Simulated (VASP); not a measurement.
# MgTi2N2 (P4mm) in VASP: further runs

The runs below take MgTi2N2 through relaxation of cell and atoms, with PBE.

All numbers are computed with VASP 6.6.1; they aren't measurements. Logs are shortened: lines on timing, memory, paths and dates and some standing lists are left out, and cuts for length are marked.

### 1 The crystal as given

Symmetry: P4mm, No. 99, tetragonal system. The conventional cell has a = 3.454 Å, b = 3.454 Å, c = 6.270 Å, α = 90.00°, β = 90.00°, γ = 90.00°. Around Mg (site symmetry 4mm) lie 4 N at 2.49 Å and 1 Ti at 2.58 Å. Ti (site symmetry 4mm) has 4 Ti at 2.48 Å and 4 N at 2.56 Å and 1 Mg at 2.58 Å as nearest neighbours. Around Ti (site symmetry 4mm) lie 4 N at 2.25 Å and 4 Ti at 2.48 Å. Around N (site symmetry 2mm) lie 4 Ti at 2.25 to 2.56 Å and 4 N at 2.44 Å and 2 Mg at 2.49 Å.

The cell was built by a generator and needn't be a form met in nature.

### 2 Relaxation of cell and atoms, PBE

Input file INCAR:

```
SYSTEM = MgTi2N2
PREC = Normal
ENCUT = 520
EDIFF = 1E-4
ISMEAR = 0
SIGMA = 0.15
LREAL = .FALSE.
LASPH = .TRUE.
NELM = 60
ALGO = Fast
ISIF = 3
LWAVE = .FALSE.
LCHARG = .FALSE.
GGA = PE
IBRION = 2
NSW = 24
EDIFFG = -0.08
```

Input file KPOINTS:

```
regular mesh
0
G
  4 4 3
  0 0 0
```

Input file POSCAR:

```
MgTi2N2
1.0
    3.4542882500      0.0000000000      0.0000000000
    0.0000000000      3.4542882500      0.0000000000
    0.0000000000      0.0000000000      6.2701436900
Mg Ti N
1 2 2
Direct
    0.5000000000      0.5000000000      0.3683722800
    0.5000000000      0.5000000000      0.7804405600
    0.0000000000      0.0000000000      0.8527831400
    0.5000000000      0.0000000000      0.0825181700
    0.0000000000      0.5000000000      0.0825181700
```

Potentials or basis: VASP PAW PBE potentials, release 64 (Mg, Ti_sv, N).

Command:

```sh
> cat potpaw_PBE.64/Mg/POTCAR potpaw_PBE.64/Ti_sv/POTCAR potpaw_PBE.64/N/POTCAR > POTCAR
> mpirun -np 1 vasp_std > vasp.out
```

OUTCAR:

```text
SYSTEM = MgTi2N2
   PREC = Normal
   ENCUT = 520
   EDIFF = 1E-4
   ISMEAR = 0
   LREAL = .FALSE.
   LASPH = .TRUE.
   NELM = 60
   ISIF = 3
   GGA = PE
   IBRION = 2
   NSW = 24
   EDIFFG = -0.08

 ion  position               nearest neighbor table
   1  0.500  0.500  0.368-   4 2.49   5 2.49   4 2.49   5 2.49   2 2.58
   2  0.500  0.500  0.780-   3 2.48   3 2.48   3 2.48   3 2.48   1 2.58
   3  0.000  0.000  0.853-   4 2.25   5 2.25   5 2.25   4 2.25   2 2.48   2 2.48   2 2.48   2 2.48

   4  0.500  0.000  0.083-   3 2.25   3 2.25   1 2.49   1 2.49
   5  0.000  0.500  0.083-   3 2.25   3 2.25   1 2.49   1 2.49

  LATTYP: Found a simple tetragonal cell.
 ALAT       =     3.4542882500
 C/A-ratio  =     1.8151767415

  Lattice vectors:

 A1 = (   3.4542882500,   0.0000000000,   0.0000000000)
 A2 = (   0.0000000000,   3.4542882500,   0.0000000000)
 A3 = (   0.0000000000,   0.0000000000,   6.2701436900)

Analysis of symmetry for initial positions (statically):
=====================================================================
 Subroutine PRICEL returns:
 Original cell was already a primitive cell.

 Routine SETGRP: Setting up the symmetry group for a
 simple tetragonal supercell.

 Subroutine GETGRP returns: Found  8 space group operations
 (whereof  8 operations were pure point group operations)
 out of a pool of 16 trial point group operations.

The static configuration has the point symmetry C_4v.

Analysis of symmetry for dynamics (positions and initial velocities):
=====================================================================
 Subroutine PRICEL returns:
 Original cell was already a primitive cell.

 Routine SETGRP: Setting up the symmetry group for a
 simple tetragonal supercell.

 Subroutine GETGRP returns: Found  8 space group operations
 (whereof  8 operations were pure point group operations)
 out of a pool of 16 trial point group operations.

The dynamic configuration has the point symmetry C_4v.

 Subroutine INISYM returns: Found  8 space group operations
 (whereof  8 operations are pure point group operations),
 and found     1 'primitive' translations

----------------------------------------------------------------------------------------

                                     Primitive cell

  volume of cell :      74.8160

  direct lattice vectors                    reciprocal lattice vectors
     3.454288250  0.000000000  0.000000000     0.289495238  0.000000000  0.000000000
     0.000000000  3.454288250  0.000000000     0.000000000  0.289495238  0.000000000
     0.000000000  0.000000000  6.270143690     0.000000000  0.000000000  0.159485978

  length of vectors
     3.454288250  3.454288250  6.270143690     0.289495238  0.289495238  0.159485978

  position of ions in fractional coordinates (direct lattice)
     0.500000000  0.500000000  0.368372280
     0.500000000  0.500000000  0.780440560
     0.000000000  0.000000000  0.852783140
     0.500000000  0.000000000  0.082518170
     0.000000000  0.500000000  0.082518170

  ion indices of the primitive-cell ions
   primitive index   ion index
                 1           1
                 2           2
                 3           3
                 4           4
                 5           5

----------------------------------------------------------------------------------------

 KPOINTS: regular mesh

Automatic generation of k-mesh.
 Grid dimensions read from file:
 generate k-points for:    4    4    3

 Generating k-lattice:

  Cartesian coordinates                     Fractional coordinates (reciprocal lattice)
     0.072373810  0.000000000  0.000000000     0.250000000  0.000000000  0.000000000
     0.000000000  0.072373810  0.000000000     0.000000000  0.250000000  0.000000000
     0.000000000  0.000000000  0.053161993     0.000000000  0.000000000  0.333333333

  Length of vectors
     0.072373810  0.072373810  0.053161993

  Shift w.r.t. Gamma in fractional coordinates (k-lattice)
     0.000000000  0.000000000  0.000000000

 Subroutine IBZKPT returns following result:
 ===========================================

 Found     12 irreducible k-points:

 Following reciprocal coordinates:
            Coordinates               Weight
  0.000000  0.000000  0.000000      1.000000
  0.250000  0.000000  0.000000      4.000000
  0.500000  0.000000  0.000000      2.000000
  0.250000  0.250000  0.000000      4.000000
  0.500000  0.250000  0.000000      4.000000
  0.500000  0.500000  0.000000      1.000000
  0.000000  0.000000  0.333333      2.000000
  0.250000  0.000000  0.333333      8.000000
  0.500000  0.000000  0.333333      4.000000
  0.250000  0.250000  0.333333      8.000000
  0.500000  0.250000  0.333333      8.000000
  0.500000  0.500000  0.333333      2.000000
   k-points           NKPTS =     12   k-points in BZ     NKDIM =     12   number of bands    NBANDS=     22
   number of dos      NEDOS =    301   number of ions     NIONS =      5
   total plane-waves  NPLWV =  14400
   dimension x,y,z NGX =    20 NGY =   20 NGZ =   36
   dimension x,y,z NGXF=    40 NGYF=   40 NGZF=   72
   ions per type =               1   2   2
   NGX,Y,Z   is equivalent  to a cutoff of   9.63,  9.63,  9.55 a.u.
   NGXF,Y,Z  is equivalent  to a cutoff of  19.25, 19.25, 19.09 a.u.
 SYSTEM =  MgTi2N2
   PREC   = normal    normal or accurate (medium, high low for compatibility)
   ISTART =      0    job   : 0-new  1-cont  2-samecut
   ICHARG =      2    charge: 1-file 2-atom 10-const
   ISPIN  =      1    spin polarized calculation?
   LNONCOLLINEAR =      F non collinear calculations
   LSORBIT =      F    spin-orbit coupling
   LASPH  =      T    aspherical Exc in radial PAW
   ENCUT  =  520.0 eV  38.22 Ry    6.18 a.u.   6.42  6.42 11.66*2*pi/ulx,y,z
   NELM   =     60;   NELMIN=  2; NELMDL= -5     # of ELM steps
   EDIFF  = 0.1E-03   stopping-criterion for ELM
   LREAL  =      F    real-space projection
   EDIFFG = -.8E-01   stopping-criterion for IOM
   NSW    =     24    number of steps for IOM
   IBRION =      2    ionic relax: 0-MD 1-quasi-New 2-CG
   NFREE  =      1    steps in history (QN), initial steepest desc. (CG)
   ISIF   =      3    stress and relaxation
   ISYM   =      2    0-nonsym 1-usesym 2-fastsym
   POTIM  = 0.5000    time-step for ionic-motion
   TEBEG  =    0.0;   TEEND  =   0.0 temperature during run
   PSTRESS=    0.0 pullay stress
   NELECT =      36.0000    total number of electrons
   NUPDOWN=      -1.0000    fix difference up-down
   EMIN   =  10.00;   EMAX   =-10.00  energy-range for DOS
   EFERMI =   0.00;   METHOD = LEGACY
   ISMEAR =     0;   SIGMA  =   0.15  broadening in eV -4-tet -1-fermi 0-gaus
   EFERMI_NEDOS =   21; number of points for ismear=-14 and -15
   IALGO  =     68    algorithm
   IMIX   =      4    mixing-type and parameters
     AMIX     =   0.40;   BMIX     =  1.00
     AMIX_MAG =   1.60;   BMIX_MAG =  1.00
  volume/ion in A,a.u.               =      14.96       100.98
  Fermi-wavevector in a.u.,A,eV,Ry     =   1.282855  2.424244 22.391326  1.645716
  Thomas-Fermi vector in A             =   2.415142
   LORBIT       =      0    0 simple, 1 ext, 2 COOP (PROOUT), +10 PAW based schemes
   GGA     = PE    functional components
   LHFCALC =     F    Hartree Fock is set to
   AEXX    =    0.0000 exact exchange contribution
   IVDW    =     0    specifies the selected vdW correction
   LEPSILON=     F    determine dielectric tensor
   LRPA    =     F    only Hartree local field effects (RPA)
 conjugate gradient relaxation of ions
 non-spin polarized calculation
 RMM-DIIS sequential band-by-band and
 Gauss-broadening in eV      SIGMA  =   0.15
  energy-cutoff  :      520.00
  volume of cell :       74.82
 maximum number of plane-waves:      2036
   NGX = 13   NGY = 13   NGZ = 23

--------------------------------------- Ionic step        1  -------------------------------------------

 number of electron      36.0000032 magnetization

 Free energy of the ion-electron system (eV)
  ---------------------------------------------------
  ext. energy  EPLUGINS =         0.00000000
  ---------------------------------------------------
  free energy    TOTEN  =       -30.02595025 eV

  energy without entropy =      -29.94827904  energy(sigma->0) =      -29.98711464

------------------------ aborting loop because EDIFF is reached ----------------------------------------

  FORCE on cell =-STRESS in cart. coord.  units (eV):
  Direction    XX          YY          ZZ          XY          YZ          ZX
  --------------------------------------------------------------------------------------
  -------------------------------------------------------------------------------------
  Total        1.8307181      1.8307181    -10.9703026      0.0000000      0.0000000      0.0000000
  in kB       39.2046348     39.2046348   -234.9278713      0.0000000      0.0000000      0.0000000
  external PRESSURE =     -52.1728672 kB  Pullay stress =       0.0000000 kB
[... 98 lines left out ...]
  FREE ENERGIE OF THE ION-ELECTRON SYSTEM (eV)
  ---------------------------------------------------
  free  energy   TOTEN  =       -12.9571113333 eV

  energy  without entropy=      -12.9142263704  energy(sigma->0) =      -12.93566885

 E-fermi :   5.4893     XC(G=0): -10.0750

 val. band max:        5.4795508317   @ k =   0.5000   0.5000   0.0000
 cond. band min:       5.5026658195   @ k =   0.2500   0.2500   0.3333
 fundamental gap:      0.0231149878
 Fermi energy:         5.4892575074

 k-point     1 :       0.0000    0.0000    0.0000
  band No.  band energies     occupation
      1     -51.9544      2.00000
      2     -51.5416      2.00000
      3     -28.3231      2.00000
      4     -28.3090      2.00000
      5     -28.3090      2.00000
      6     -27.9543      2.00000
[... 274 lines left out ...]
      6     -27.9648      2.00000
[... 14 lines left out ...]
     21       7.2542      0.00000
     22       7.5486      0.00000

[... ionic steps 4 to 20 ...]

--------------------------------------- Ionic step       21  -------------------------------------------

 number of electron      35.9999971 magnetization

------------------------ aborting loop because EDIFF is reached ----------------------------------------

  FORCE on cell =-STRESS in cart. coord.  units (eV):
  Direction    XX          YY          ZZ          XY          YZ          ZX
  --------------------------------------------------------------------------------------
  -------------------------------------------------------------------------------------
  Total        1.2416687      1.2416687     -0.1258075      0.0000000     -0.0000000      0.0000000
  in kB       23.6183435     23.6183435     -2.3930418      0.0000000     -0.0000000      0.0000000
  external PRESSURE =      14.9478817 kB  Pullay stress =       0.0000000 kB
[... 63 lines left out ...]
  energy  without entropy=      -36.7532041627  energy(sigma->0) =      -36.77179916

--------------------------------------- Ionic step       23  -------------------------------------------

 number of electron      35.9999983 magnetization

 Free energy of the ion-electron system (eV)
  ---------------------------------------------------
  ext. energy  EPLUGINS =         0.00000000
  ---------------------------------------------------
  free energy    TOTEN  =       -36.79434052 eV

  energy without entropy =      -36.75576979  energy(sigma->0) =      -36.77505516

 E-fermi :   4.8877     XC(G=0):  -9.5457

 val. band max:        4.8269766717   @ k =   0.2500   0.0000   0.0000
 cond. band min:       4.9075572206   @ k =   0.2500   0.2500   0.3333
 fundamental gap:      0.0805805489
 Fermi energy:         4.8876915232

 k-point     1 :       0.0000    0.0000    0.0000
  band No.  band energies     occupation
      1     -52.5165      2.00000
      2     -52.3339      2.00000
      3     -28.9326      2.00000
      4     -28.9326      2.00000
      5     -28.9067      2.00000
      6     -28.7092      2.00000
[... 321 lines left out ...]
  FREE ENERGIE OF THE ION-ELECTRON SYSTEM (eV)
  ---------------------------------------------------
  free  energy   TOTEN  =       -36.7943405181 eV

  energy  without entropy=      -36.7557697940  energy(sigma->0) =      -36.77505516

 reached required accuracy - stopping structural energy minimisation
```

Run time: 3.3 min. Hardware: 1 thread of Intel Xeon 6975P-C (Granite Rapids), shared host; peak memory 0.16 GiB.

What came out:

```
Free energy                            : -36.7943 eV
Relaxed volume                         : 16.99 Å³/atom
Relaxed cell                           : a = 3.924 Å, b = 3.924 Å, c = 5.518 Å, α = 90.00°, β = 90.00°, γ = 90.00°
Space group after relaxing (to 0.05 Å) : P4mm (No. 99)
Energy gained by relaxing              : 1353.7 meV/atom
Ionic steps                            : 23
Pressure after relaxing                : -0.2 GPa
Largest force after relaxing           : 0.048 eV/Å
Band gap on the k mesh                 : none (metal or under the smearing width)
```

Forces on the atoms (eV/Å):
```
Mg   0.000  0.000  0.012
Ti   0.000  0.000  0.027
Ti   0.000  0.000 -0.048
N    0.000  0.000  0.005
N    0.000  0.000  0.005
```

Stress tensor (GPa, compression positive):
```
-0.11  0.00  0.00
 0.00 -0.11  0.00
 0.00  0.00 -0.28
```

Step by step:
| step | energy change (eV) | largest force (eV/Å) | pressure (GPa) | volume (Å³) |
| --- | --- | --- | --- | --- |
| 1 | 0.0000 | 4.0817 | -5.22 | 74.82 |
| 2 | -3.1110 | 4.3726 | 6.01 | 69.28 |
| 3 | 17.0688 | 56.8444 | 149.29 | 49.45 |
| 4 | 0.2873 | 8.3487 | 1.39 | 67.44 |
| 5 | -3.3051 | 6.5714 | 30.25 | 58.94 |
| 6 | -2.7755 | 1.9823 | 45.76 | 56.36 |
| 7 | -3.2370 | 5.4971 | 34.71 | 58.09 |
| 8 | -3.8664 | 3.6096 | 33.98 | 60.45 |
| 9 | -3.8854 | 2.6129 | 33.77 | 60.11 |
| 10 | -4.8684 | 1.9496 | 19.62 | 64.69 |
| 11 | -5.9210 | 1.7814 | -3.19 | 76.22 |
| 12 | -5.9616 | 1.8745 | -4.94 | 78.40 |
| 13 | -5.9657 | 1.9645 | -7.43 | 80.73 |
| 14 | -6.3680 | 1.4689 | -4.60 | 80.87 |
| 15 | -6.6182 | 0.8169 | 0.28 | 80.93 |
| 16 | -6.6340 | 0.6108 | 2.17 | 80.92 |
| 17 | -6.6731 | 0.5828 | 1.24 | 82.00 |
| 18 | -6.7342 | 0.4509 | -1.91 | 85.31 |
| 19 | -6.7615 | 0.1162 | -0.12 | 84.75 |
| 20 | -6.7642 | 0.0527 | 0.32 | 84.58 |
| 21 | -6.7613 | 0.1604 | 1.49 | 84.23 |
| 22 | -6.7644 | 0.0643 | 0.75 | 84.50 |
| 23 | -6.7684 | 0.0479 | -0.16 | 84.95 |

Final structure:
```cif
data_structure
_symmetry_space_group_name_H-M 'P 1'
_symmetry_Int_Tables_number 1
_cell_length_a 3.9238
_cell_length_b 3.9238
_cell_length_c 5.5177
_cell_angle_alpha 90.000
_cell_angle_beta 90.000
_cell_angle_gamma 90.000
_cell_volume 84.95
loop_
_atom_site_label
_atom_site_type_symbol
_atom_site_fract_x
_atom_site_fract_y
_atom_site_fract_z
_atom_site_occupancy
Mg1 Mg 0.50000 0.50000 0.35063 1
Ti1 Ti 0.50000 0.50000 0.86567 1
Ti2 Ti 0.00000 0.00000 0.95533 1
N1 N 0.50000 0.00000 0.99750 1
N2 N 0.00000 0.50000 0.99750 1
```

Caveat: the k mesh is coarse (spacing up to 0.45 Å⁻¹), so the values aren't converged; the relaxation stopped at a loose force limit of 0.08 eV/Å, so its end isn't a converged minimum.

### 3 Relaxation of cell and atoms, PBE

This run uses another cell than the first one, of 15.17 Å³/atom, 1.014 times its volume.

INCAR is that of step 2.

KPOINTS is that of step 2.

Input file POSCAR:

```
MgTi2N2
1.0
    3.5549796000      0.0000000000      0.0000000000
    0.0000000000      3.5549796000      0.0000000000
    0.0000000000      0.0000000000      6.0008271900
Mg Ti N
1 2 2
Direct
    0.0000000000      0.0000000000      0.0000000000
    0.0000000000      0.0000000000      0.6545469000
    0.0000000000      0.0000000000      0.3454531000
    0.5000000000      0.5000000000      0.3114661700
    0.5000000000      0.5000000000      0.6885338300
```

Potentials or basis: VASP PAW PBE potentials, release 64 (Mg, Ti_sv, N).

Command:

```sh
> cat potpaw_PBE.64/Mg/POTCAR potpaw_PBE.64/Ti_sv/POTCAR potpaw_PBE.64/N/POTCAR > POTCAR
> mpirun -np 1 vasp_std > vasp.out
```

It took 1.8 min on 1 thread of Intel Xeon 6975P-C (Granite Rapids), shared host; peak memory 0.16 GiB.

Results (log left out):

```
Free energy                            : -36.9296 eV
Relaxed volume                         : 14.14 Å³/atom
Relaxed cell                           : a = 2.873 Å, b = 2.873 Å, c = 8.569 Å, α = 90.00°, β = 90.00°, γ = 90.00°
Space group after relaxing (to 0.05 Å) : P4/mmm (No. 123)
Energy gained by relaxing              : 2316.4 meV/atom
Ionic steps                            : 11
Pressure after relaxing                : -0.5 GPa
Largest force after relaxing           : 0.077 eV/Å
Band gap on the k mesh                 : none (metal or under the smearing width)
```

Forces on the atoms (eV/Å):
```
Mg   0.000  0.000  0.000
Ti   0.000  0.000  0.016
Ti   0.000  0.000 -0.016
N    0.000  0.000 -0.077
N    0.000  0.000  0.077
```

Step by step:
| step | energy change (eV) | largest force (eV/Å) | pressure (GPa) | volume (Å³) |
| --- | --- | --- | --- | --- |
| 1 | 0.0000 | 0.4017 | -3.05 | 75.84 |
| 2 | -11.0248 | 1.5329 | -2.27 | 67.40 |
| 3 | -11.3049 | 1.4143 | 7.48 | 65.77 |
| 4 | -10.4900 | 0.5550 | 32.37 | 62.20 |
| 5 | -11.3150 | 1.2258 | 10.92 | 65.21 |
| 6 | -11.2958 | 1.1038 | 12.66 | 64.88 |
| 7 | -11.4378 | 0.3016 | -8.04 | 75.13 |
| 8 | -11.5550 | 0.6037 | -1.27 | 70.77 |
| 9 | -11.5769 | 0.1213 | 0.45 | 70.46 |
| 10 | -11.5771 | 0.1360 | 0.40 | 70.46 |
| 11 | -11.5820 | 0.0770 | -0.48 | 70.72 |

Final structure:
```
Mg Ti N
1.0
     2.87281    0.00000    0.00000
     0.00000    2.87281    0.00000
     0.00000    0.00000    8.56927
Mg Ti N
1 2 2
Direct
  0.00000 0.00000 0.00000
  0.00000 0.00000 0.66780
  0.00000 0.00000 0.33220
  0.50000 0.50000 0.31235
  0.50000 0.50000 0.68765
```

Levels at points of the mesh, in eV from the Fermi level:
```
           k point  band 16  band 17  band 18  band 19  band 20  band 21
(0.00, 0.00, 0.00)    -1.18    -1.13    -1.13    -1.06    -0.24     1.69
(0.50, 0.00, 0.00)    -3.15    -1.62    -0.18     0.57     0.68     1.91
(0.50, 0.50, 0.00)    -1.13    -0.68    -0.68     0.07     1.07     1.07
```

Caveat: the k mesh is coarse (spacing up to 0.44 Å⁻¹), so the values aren't converged; the relaxation stopped at a loose force limit of 0.08 eV/Å, so its end isn't a converged minimum.

(Continued in part 2 of 2.)
